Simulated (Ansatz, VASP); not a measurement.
## MoSeS: VASP beside Ansatz

One calculation is typed for both programs; each brings its own data sets. How far apart do they land? The structure shown is the start of the Ansatz relaxation below; VASP solves that cell, so the two are compared at the walk's first step.

Program: Ansatz 0.2.0. Level of theory: plane waves, with VASP 6.6.1 beside it; single point at PBEsol. Results are calculated unless marked as measured.

## Step 1: Starting point

The cell holds 3 atoms: 1 Mo, 1 S and 1 Se. Its edges and angles: a = 3.994 Å, b = 3.994 Å, c = 33.700 Å, α = 90.0°, β = 90.0°, γ = 120.0°. Vacuum lies along c.

## Step 2: Ansatz: relaxation, PBEsol

Ansatz runs on its PAW soft_1 files.

The two programs are compared at the cell with which this relaxation starts, whose forces are those of its first step.

Input file input.yaml:

```yaml
crystal:
  lattice:
    - [3.99381887, 0.0, 0.0]
    - [-1.996909435, 3.4587485995, 0.0]
    - [0.0, 0.0, 33.7]
  atoms:
    - { symbol: Mo, position: [0.0, 0.0, 0.5] }
    - { symbol: S, position: [0.3333333333, 0.6666666667, 0.548155504] }
    - { symbol: Se, position: [0.6666666667, 0.3333333333, 0.451844496] }
  periodic: [true, true, false]
kpoints:
  mp_grid: { grid: [6, 6, 1] }
hamiltonian:
  xc: pbesol
  pseudopotentials: { kind: paw, azcp: { folder: soft_1 }, xc_functional: pbe }
scf:
  occupations: { method: fermi_dirac, width: 0.02 }
relax:
  f_tol: 0.01
  max_steps: 100
  cell: {}
```

Launch:

```sh
> ansatz run input.yaml --threads 4 --pin off --max-ram 17510MiB --backend cpu --events-out ev --progress --plain --runs-dir out
```

Numbers of over 12 decimals in the logs are rounded to 6 here.

Output:

```text
Engine: ansatz 0.2.0, aarch64-unknown-linux-gnu
Pseudopotentials: kind: paw
Pseudopotential: Mo, paw, valence charge 14, recommended cutoff 420 eV (normal), soft_1/Mo.paw.azcp
Pseudopotential: S, paw, valence charge 6, recommended cutoff 420 eV (normal), soft_1/S.paw.azcp
Pseudopotential: Se, paw, valence charge 16, recommended cutoff 420 eV (normal), soft_1/Se.paw.azcp
Functional definition: PBEsol
  exchange = pbesol_x
  correlation = pbesol_c
Crystal: 3 atoms, lattice volume = 465.519 Å³
Basis set: ecut = 420 eV, 9197 PW (Γ), exchange–correlation on 54×54×480 points (8 copies of the dense FFT grid, shifted against one another)
Bands: 22, of which v1, the nominal top of the filled ones, is band 18 counted from 1 (17 counted from 0)
Symmetry: 6 space group operations
Space group: P3m1 (ITA 156), of the structure as read, at distance tolerance 7.8e-5 Å
k-points: 7 of 36 (time reversal used)
Non-local potential: Mo, projectors of the file, l = 0: 3, l = 1: 2, l = 2: 2, l = 3: 1
Non-local potential: S, projectors of the file, l = 0: 2, l = 1: 2, l = 2: 1
Non-local potential: Se, projectors of the file, l = 0: 2, l = 1: 2, l = 2: 3, l = 3: 1
PAW form: soft (Blöchl's): semilocal exchange-correlation on the pseudo side does not see the compensation charge
PAW frozen core: Mo, regenerated for the run's functional, and the local potential with it (the file was generated under x = pbe(κ = 0.804, μ = 0.219515), c = pbe(β = 0.066725))
PAW frozen core: S, regenerated for the run's functional, and the local potential with it (the file was generated under x = pbe(κ = 0.804, μ = 0.219515), c = pbe(β = 0.066725))
PAW frozen core: Se, regenerated for the run's functional, and the local potential with it (the file was generated under x = pbe(κ = 0.804, μ = 0.219515), c = pbe(β = 0.066725))
PAW one-centre angular grid: Mo, 590 points (default); XC on 64 Gauss nodes
PAW one-centre angular grid: S, 110 points (default); XC on 64 Gauss nodes
PAW one-centre angular grid: Se, 590 points (default); XC on 64 Gauss nodes
Initial density: superposition of atomic densities (neutral atoms: chi_scale 0, normalization atom)
Initial wavefunctions: pseudopotential atomic-orbital guess
Functional: x = pbesol(κ = 0.804, μ = 0.123457), c = pbesol(β = 0.046)
SCF iter   1: F=—  HF=-11207.688232 eV  |F-HF|=—  |Δ(HF+E_count)|=         —  Δρ=3.81e-2  dr2=1.65e1  ethr=3.10e-3  ⟨swp⟩=13.0  Hψ=1033  notcnv=0
preconditioner: auto → LDOS  [insulator: Δε(μ)=0.108 eV  Ē_g=6.891 eV  σ=0.020 eV  W_gap=0.80  n_scr=18 (ndim 8)  ℏωp=7.3 eV  f_vac=0.787  D(μ)=2.91/eV (n_scr^D=10)  ε∞_Penn≈2.1  β→1.0]
SCF iter   2: F=—  HF=-11205.066825 eV  |F-HF|=—  |Δ(HF+E_count)|=    2.62e0  Δρ=2.26e-2  dr2=1.68e0  ethr=3.10e-3  ⟨swp⟩=4.3  Hψ=452  notcnv=0
SCF iter   3: F=—  HF=-11204.989682 eV  |F-HF|=—  |Δ(HF+E_count)|=   7.71e-2  Δρ=1.29e-2  dr2=5.03e-1  ethr=3.10e-3  ⟨swp⟩=3.7  Hψ=434  notcnv=0
SCF iter   4: F=—  HF=-11204.906936 eV  |F-HF|=—  |Δ(HF+E_count)|=   8.27e-2  Δρ=5.67e-3  dr2=1.45e-1  ethr=1.40e-3  ⟨swp⟩=2.3  Hψ=265  notcnv=0
SCF iter   5: F=—  HF=-11204.886057 eV  |F-HF|=—  |Δ(HF+E_count)|=   2.09e-2  Δρ=1.67e-3  dr2=8.35e-3  ethr=4.04e-4  ⟨swp⟩=2.1  Hψ=222  notcnv=0
SCF iter   6: F=—  HF=-11204.884439 eV  |F-HF|=—  |Δ(HF+E_count)|=   1.62e-3  Δρ=3.65e-4  dr2=8.94e-4  ethr=2.32e-5  ⟨swp⟩=3.3  Hψ=288  notcnv=0
SCF iter   7: F=—  HF=-11204.884481 eV  |F-HF|=—  |Δ(HF+E_count)|=   4.18e-5  Δρ=1.16e-4  dr2=1.30e-4  ethr=2.48e-6  ⟨swp⟩=2.4  Hψ=267  notcnv=0
SCF iter   8: F=—  HF=-11204.884477 eV  |F-HF|=—  |Δ(HF+E_count)|=   3.86e-6  Δρ=4.33e-5  dr2=4.68e-6  ethr=3.62e-7  ⟨swp⟩=2.7  Hψ=244  notcnv=0
SCF iter   9: F=—  HF=-11204.884511 eV  |F-HF|=—  |Δ(HF+E_count)|=   3.40e-5  Δρ=1.88e-5  dr2=2.46e-6  ethr=1.30e-8  ⟨swp⟩=3.3  Hψ=355  notcnv=0
SCF iter  10: F=—  HF=-11204.884511 eV  |F-HF|=—  |Δ(HF+E_count)|=   7.89e-8  Δρ=6.98e-6  dr2=1.74e-7  ethr=6.83e-9  ⟨swp⟩=1.7  Hψ=172  notcnv=0
SCF iter  11: F=-11204.884511 eV  HF=-11204.884511 eV  |F-HF|=8.68e-9  |Δ(HF+E_count)|=   4.24e-8  Δρ=1.84e-6  dr2=1.10e-8  ethr=2.78e-10  ⟨swp⟩=6.6  Hψ=635  notcnv=0
SCF 1 converged in 11 iterations: F = -11204.884511 eV  dr2 = 1.10e-8
  greatest PAW one-centre occupation: 1.000 electrons in one spin orbital (limit 2), on the Se atom at site 2 (counted from 0), in its partial waves of l = 2
relax step   1: F+E_penalty+E_count = -11204.88451067 eV  Δ(F+E_penalty+E_count) = +0.000e0 eV  max|allowed force component| = 2.929e0 eV/Å  Δτ_max = 0.0000 Å  P = -14.849 N/m  Ω = 465.519 Å³  fix = [c, alpha, beta]  reactions: c -0.000 N/m  (11 SCF iters, dr2 threshold 1.00e-7 eV, accepted)
[...]
relax step   8: F+E_penalty+E_count = -11208.36500003 eV  Δ(F+E_penalty+E_count) = -2.558e-3 eV  max|allowed force component| = 8.104e-2 eV/Å  Δτ_max = 0.0151 Å  P = -0.214 N/m  Ω = 292.948 Å³  energy of the carried Pulay correction = +2.129e-3 eV  fix = [c, alpha, beta]  reactions: c -0.000 N/m  (7 SCF iters, dr2 threshold 3.00e-7 eV, accepted)
[...]
relax step   9: F+E_penalty+E_count = -11208.36535723 eV  Δ(F+E_penalty+E_count) = -3.572e-4 eV  max|allowed force component| = 1.195e-2 eV/Å  Δτ_max = 0.0039 Å  P = -0.027 N/m  Ω = 291.975 Å³  energy of the carried Pulay correction = +2.143e-3 eV  fix = [c, alpha, beta]  reactions: c -0.000 N/m  (6 SCF iters, dr2 threshold 3.00e-7 eV, accepted)
[...]
relax step  10: F+E_penalty+E_count = -11208.36536278 eV  Δ(F+E_penalty+E_count) = -5.555e-6 eV  max|allowed force component| = 3.951e-3 eV/Å  Δτ_max = 0.0007 Å  P = +0.013 N/m  Ω = 291.927 Å³  energy of the carried Pulay correction = +2.144e-3 eV  fix = [c, alpha, beta]  reactions: c +0.000 N/m  (6 SCF iters, dr2 threshold 8.92e-9 eV, accepted)
[...]
relax step  11: F+E_penalty+E_count = -11208.36356814 eV  Δ(F+E_penalty+E_count) = +1.795e-3 eV  max|allowed force component| = 4.839e-3 eV/Å  Δτ_max = 0.0000 Å  P = +0.012 N/m  Ω = 291.927 Å³  fix = [c, alpha, beta]  reactions: c +0.000 N/m  stress off target by 1.23e-2 N/m on what of the cell is left free  SCF on the basis re-selected at this cell (its energy is not comparable with the rows above)  (9 SCF iters)
basis re-selected at this cell: Δ(F+E_penalty+E_count) = +1.795e-3 eV, ΔP = -0.001 N/m vs the last step (what re-selecting the basis moved, of the pressure what is left beyond the Pulay correction that the steps carried, after the strain that the cell walked since its last selection, with what the two solves' SCF thresholds leave and, on support functions, any second-order correction that the steps lacked; it is no measure of the basis error at this ecutwfc). The dense FFT grid was sized anew with the basis: this SCF ran on 24×24×240 points, the steps before it on 27×27×240, so part of this shift can come from that change (see relax.cell in the input reference). [rest of the remark cut]
SCF converged after 9 iterations
Free energy (F): -11208.363568 eV
Harris-Foulkes:  -11208.363568 eV  (|F-HF|=6.73e-11)
Internal energy: -11208.359184 eV  (E = F + TS)
E sigma→0 (E₀):  -11208.361376 eV
Entropy (-TS):   -0.004384 eV (-1.461 meV/atom)
Fermi energy:    -4.762920 eV
--- Per-component energies (eV) ---
  E_band       = -1099.874869
  E_kinetic    = 639.623880
  E_local      = -96974.746746  (includes V_loc(G=0)·N_el)
  E_nonlocal   = -167.436183
  E_hartree    = 48077.513013
  E_xc         = -348.081946
  E_vxc        = -392.494453  (∫ρ·V_xc dr)
  E_paw        = -5832.964838  (= ΣΔE_a)
  E_vpaw       = -359.847289  (= ΣTr[D̂ρ^β])
  E_aug_tail   = -0.000322  (compensation charges beyond the density's cutoff)
  E_ewald      = 43396.454257
  E_core_change = 1.279701  (= ΣΔE_core)
  E_smearing   = -0.004384  (= −TS)
  E_closure    = -0.000000  (closes the sum)
  Σ components = -11208.363568   (vs F -11208.363568, Δ=0.00e0)
--- Forces (eV/Å), atoms counted from 1 ---
  atom   1  Mo     0.00000000    -0.00000000    -0.00213187
  atom   2  S      0.00000000     0.00000000     0.00483949
  atom   3  Se    -0.00000000     0.00000000    -0.00270723
  max |Σ_I F_I| component: 3.95e-7 eV/Å
--- 2D stress c σ (N/m, compression-positive) ---
        0.012284       0.000000       0.000000
        0.000000       0.012284       0.000000
        0.000000       0.000000       0.000000
  P = ½ c Tr σ = 0.0123 N/m
--- Relaxed structure (10 steps of the walk, 10 accepted, 1 SCFs on fresh bases) ---
  F+E_penalty+E_count = -11208.36356814 eV   max|allowed force component| = 4.839e-3 eV/Å   (the final SCF, on the basis selected at the relaxed cell)
  cell:  # Å, volume = 291.9275 Å³
    - [3.162694, 0, 0]
    - [-1.581347, 2.738974, 0]
    - [0, 0, 33.7]
  atoms:
    - { symbol: Mo, position: [2.389121045844533e-18, 0, 0.502209] }
    - { symbol: S, position: [0.333333, 0.666667, 0.548330] }
    - { symbol: Se, position: [0.666667, 0.333333, 0.449461] }
```

## Step 3: VASP: single point, PBEsol, start cell

The same cell, functional, mesh and smearing now go to VASP, with its own data sets.

Lines of VASP's logs that name or quote its potential files are left out, and so is its time.

Input file INCAR:

```
SYSTEM = MoSeS
PREC = Accurate
ENCUT = 400
EDIFF = 1E-06
NELM = 120
ISMEAR = -1
SIGMA = 0.02
LREAL = .FALSE.
ALGO = Normal
GGA = PS
NBANDS = 19
LASPH = .TRUE.
LORBIT = 11
LWAVE = .FALSE.
LCHARG = .FALSE.
ISIF = 2
LDIPOL = .TRUE.
IDIPOL = 3
DIPOL = 0.5 0.5 0.5
LVHAR = .TRUE.
GGA_COMPAT = .FALSE.
NELMDL = -8
```

Input file POSCAR:

```
MoSeS
1.0
    3.9938190000      0.0000000000      0.0000000000
   -1.9969090000      3.4587490000      0.0000000000
    0.0000000000      0.0000000000     33.7000000000
Mo S Se
1 1 1
Direct
    0.0000000000      0.0000000000      0.5000000000
    0.3333331535      0.6666664739      0.5481554896
    0.6666664516      0.3333332370      0.4518445104
```

Input file KPOINTS:

```
Automatic mesh
0
Gamma
6 6 1
0 0 0
```

PAW data sets: Mo_sv, S and Se (PBE family, release 64).

Launch:

```sh
> mpirun -np 1 vasp_std
```

Output:

```text
[banner, memory and clock lines left out]
running    1 mpi-ranks, on    1 nodes
 distrk:  each k-point on    1 cores,    1 groups
 distr:  one band on    1 cores,    1 groups

 POSCAR found type information on POSCAR MoS Se
 POSCAR found :  3 types and       3 ions
|                                                                             |
|               ----> ADVICE to this user running VASP <----                  |
|                                                                             |
|     You enforced a specific xc type in the INCAR file but a different       |
|     [... a line on the potential file left out ...]
|     I HOPE YOU KNOW WHAT YOU ARE DOING!                                     |
|                                                                             |

 LDA part: xc-table for (Slater+PW92), standard interpolation
 POSCAR, INCAR and KPOINTS ok, starting setup
 FFT: planning ... GRIDC
 FFT: planning ... GRID_SOFT
 FFT: planning ... GRID
 WAVECAR not read
 entering main loop
       N       E                     dE             d eps       ncg     rms          rms(c)
DAV:   1     0.121985016443E+03    0.12199E+03   -0.10435E+04   378   0.769E+02
DAV:   2    -0.392625500202E+01   -0.12591E+03   -0.12432E+03   359   0.166E+02
DAV:   3    -0.207806041462E+02   -0.16854E+02   -0.16689E+02   388   0.530E+01
DAV:   4    -0.210775030021E+02   -0.29690E+00   -0.28192E+00   358   0.771E+00
DAV:   5    -0.210831848953E+02   -0.56819E-02   -0.55988E-02   352   0.103E+00
DAV:   6    -0.210833715681E+02   -0.18667E-03   -0.18581E-03   358   0.164E-01
DAV:   7    -0.210833771800E+02   -0.56118E-05   -0.56111E-05   360   0.298E-02
DAV:   8    -0.210833774109E+02   -0.23095E-06   -0.23086E-06   361   0.617E-03    0.105E+01
DAV:   9    -0.212073420099E+02   -0.12396E+00   -0.45614E+01   278   0.257E+01    0.152E+01
DAV:  10    -0.187038122689E+02    0.25035E+01   -0.40815E+01   283   0.212E+01    0.442E+00
DAV:  11    -0.183637941939E+02    0.34002E+00   -0.14048E+00   290   0.563E+00    0.202E+00
DAV:  12    -0.183020376854E+02    0.61757E-01   -0.30489E-01   321   0.235E+00    0.845E-01
DAV:  13    -0.183014391101E+02    0.59858E-03   -0.18850E-02   304   0.752E-01    0.368E-01
DAV:  14    -0.182990847905E+02    0.23543E-02   -0.18677E-02   302   0.572E-01    0.139E-01
[...]
DAV:  21    -0.182990083123E+02   -0.61061E-04   -0.12143E-05   306   0.120E-02    0.692E-03
DAV:  22    -0.182990249007E+02   -0.16588E-04   -0.44110E-07   233   0.358E-03    0.432E-03
DAV:  23    -0.182990696239E+02   -0.44723E-04   -0.21782E-06   287   0.576E-03    0.255E-03
DAV:  24    -0.182990757386E+02   -0.61146E-05   -0.12706E-07   193   0.172E-03    0.157E-03
DAV:  25    -0.182990901371E+02   -0.14399E-04   -0.42435E-07   239   0.213E-03    0.762E-04
DAV:  26    -0.182990922096E+02   -0.20725E-05   -0.37012E-08   193   0.879E-04    0.744E-04
DAV:  27    -0.182990959008E+02   -0.36912E-05   -0.84525E-08   196   0.917E-04    0.335E-04
DAV:  28    -0.182990961782E+02   -0.27738E-06   -0.38125E-09   187   0.272E-04
   1 F= -.18299096E+02 E0= -.18297919E+02  d E =-.235511E-02
```

Parts of OUTCAR (step 3):

```text
ion  position               nearest neighbor table
   1  0.000  0.000  0.500-   3 2.82   2 2.82   2 2.82   3 2.82   3 2.82   2 2.82
   2  0.333  0.667  0.548-   1 2.82   1 2.82   1 2.82
   3  0.667  0.333  0.452-   1 2.82   1 2.82   1 2.82

  LATTYP: Found a hexagonal cell.
 ALAT       =     3.9938190000
 C/A-ratio  =     8.4380388796

 Subroutine GETGRP returns: Found  6 space group operations
 (whereof  6 operations were pure point group operations)

The static configuration has the point symmetry C_3v.

 Found      7 irreducible k-points:

   k-points           NKPTS =      7   k-points in BZ     NKDIM =      7   number of bands    NBANDS=     19

   dimension x,y,z NGX =    28 NGY =   28 NGZ =  224
   dimension x,y,z NGXF=    56 NGYF=   56 NGZF=  448

   ENCUT  =  400.0 eV  29.40 Ry    5.42 a.u.   6.51  6.51 54.96*2*pi/ulx,y,z

   NELECT =      26.0000    total number of electrons

 k-points in reciprocal lattice and weights: Automatic mesh
   0.00000000  0.00000000  0.00000000       0.028
   0.16666667 -0.00000000  0.00000000       0.167
   0.33333333  0.00000000  0.00000000       0.167
   0.50000000  0.00000000  0.00000000       0.083
   0.16666667  0.16666667  0.00000000       0.167
   0.33333333  0.16666667  0.00000000       0.333
   0.33333333  0.33333333  0.00000000       0.056

 dipolmoment           0.000000      0.000000      0.048608 electrons x Angstroem

 average (electrostatic) potential at core
       1 -86.6589       2 -95.4570       3 -62.1874

 E-fermi :  -4.2060

 k-point     1 :       0.0000    0.0000    0.0000
  band No.  band energies     occupation
    ...
     10      -5.3421      2.00000
     11      -4.7351      2.00000
     12      -4.7351      2.00000
     13      -4.6767      2.00000
     14      -4.6767      2.00000
     15      -4.0902      0.00608
     16      -2.0438      0.00000
     17      -2.0438      0.00000
     18      -0.4674      0.00000
     19       0.7302      0.00000

 k-point     2 :       0.1667   -0.0000    0.0000
  band No.  band energies     occupation
    ...
      9      -6.8465      2.00000
     10      -6.0031      2.00000
     11      -5.3886      2.00000
     12      -5.1526      2.00000
     13      -4.5615      2.00000
     14      -4.0875      0.00532
     15      -3.7282      0.00000
     16      -2.5719      0.00000
     17      -2.1415      0.00000
     18       0.3522      0.00000
    ...

 k-point     3 :       0.3333    0.0000    0.0000
  band No.  band energies     occupation
    ...
      9      -6.7682      2.00000
     10      -6.7552      2.00000
     11      -5.6546      2.00000
     12      -5.5734      2.00000
     13      -4.7073      2.00000
     14      -4.0039      0.00008
     15      -3.6716      0.00000
     16      -2.3382      0.00000
     17      -2.1050      0.00000
     18       1.0353      0.00000
    ...

  Total      -12.8802859    -12.8802880     -8.4055882     -0.0000019     -0.0000000      0.0000000
  in kB      -44.3301048    -44.3301122    -28.9295293     -0.0000064     -0.0000000      0.0000000
  external PRESSURE =     -39.1965821 kB  Pullay stress =       0.0000000 kB

  energy-cutoff  :      400.00
  volume of cell :      465.52
      direct lattice vectors                 reciprocal lattice vectors
     3.993819000  0.000000000  0.000000000     0.250386910  0.144560902  0.000000000
    -1.996909000  3.458749000  0.000000000     0.000000000  0.289121876  0.000000000
     0.000000000  0.000000000 33.700000000     0.000000000  0.000000000  0.029673591

 POSITION                                       TOTAL-FORCE (eV/Angst)
 -----------------------------------------------------------------------------------
      0.00000      0.00000     16.85000         0.000000      0.000000      0.728322
      0.00000      2.30583     18.47284        -0.000000      0.000000     -2.923632
      1.99691      1.15292     15.22716         0.000000      0.000000      2.195310
 -----------------------------------------------------------------------------------
    total drift:                                0.000414      0.000474      0.000153

  FREE ENERGIE OF THE ION-ELECTRON SYSTEM (eV)
  ---------------------------------------------------
  free  energy   TOTEN  =       -18.2990961782 eV

  energy  without entropy=      -18.2967410636  energy(sigma->0) =      -18.29791862

 vacuum level on the upper side and lower side of the slab         1.856         1.219

 total charge
# of ion       s       p       d       tot
------------------------------------------
    1        2.220   6.070   3.504  11.793
    2        1.362   2.162   0.000   3.524
    3        1.478   2.191   0.025   3.693
--------------------------------------------------
tot          5.060  10.422   3.528  19.010

[... 3 further parts left out ...]
```

## Step 4: Side by side

Known differences besides the potentials themselves: Ansatz cuts the interaction across the vacuum, VASP repeats the sheet with a dipole correction; the data sets hold 36 valence electrons in Ansatz (on its PAW soft_1 files) and 26 in VASP; the cutoff is 420 eV in Ansatz and 400 eV in VASP; Ansatz makes its cores anew for this functional, VASP keeps those of its PBE data sets. Total energies have different zeros and are not compared.

Forces (eV/Å; atoms numbered as in POSCAR):

```
atom        Ansatz x, y, z          VASP x, y, z
 Mo1   0.000, 0.000, 0.724   0.000, 0.000, 0.728
  S2  0.000, 0.000, -2.929  0.000, 0.000, -2.924
 Se3   0.000, 0.000, 2.205   0.000, 0.000, 2.195
```

The forces differ by 3.8 meV/Å r.m.s., which is 0.3 % of the r.m.s. force of 1.243 eV/Å (both taken over all components). With vacuum in the cell, a pressure given here is an average over mostly empty space and none of the material.

## Step 5: What came out

| Property | Result |
| --- | --- |
| r.m.s. force difference (single point, PBEsol, start cell) | 0.30 % of the r.m.s. force |

In words: The r.m.s. force difference is 0.30 % of the r.m.s. force (single point, PBEsol, start cell), within the 3 % picked in this series as the mark of a large difference. The data sets hold unlike numbers of valence electrons (36 in Ansatz and 26 in VASP), so part of the differences comes from the potentials. 1 further run of this series is not shown here. How closely two codes agree says nothing of how well the functional describes the real material.

[Lines on the potential files, build, host, timing and source positions are cut from VASP's logs without a mark.]

[Logs are printed without paths, hosts, clocks, repeated set-up lines and the standing remarks that a program may print on its own settings, such as how far it seeks lower states.]

[Hosts, paths, dates, database ids (printed as entryN), source tags and the programs' standing remarks are cut or masked in the printed files.]
